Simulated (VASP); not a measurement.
Crystal: Al.

```xyz
1
Lattice="0.0000 2.0248 2.0248 2.0248 0.0000 2.0248 2.0248 2.0248 0.0000" Properties=species:S:1:pos:R:3 pbc="T T T"
Al    0.0000    0.0000    0.0000
```

- Program: VASP 6.6.1
- Task: relaxation of cell and atoms
- Functional: LDA
- Potentials or basis: VASP PAW LDA potentials, release 64 (Al)
- Cutoff: 600 eV
- k mesh: 16 × 16 × 16
- Occupations: methfessel-paxton, width 0.1 eV
- Spin: no spin polarisation

At the start: pressure -3.7 GPa; volume 16.60 Å³/atom.

Question: How do energy, volume and symmetry change on relaxing?

Answer: Over 3 steps the energy falls by 9.6 meV/atom and the volume is 15.81 Å³/atom (-4.7 %); space group Fm-3m (No. 225, to 0.05 Å).

Step by step:
```
step  energy change (eV)  largest force (eV/Å)  pressure (GPa)  volume (Å³)
   1              0.0000                0.0000           -3.74        16.60
   2             -0.0093                0.0000            0.71        15.69
   3             -0.0096                0.0000            0.01        15.81
```

Final structure:
```
CELL_PARAMETERS angstrom
0.00000 1.99224 1.99224
1.99224 0.00000 1.99224
1.99224 1.99224 0.00000
ATOMIC_POSITIONS crystal
Al 0.00000 0.00000 0.00000
```
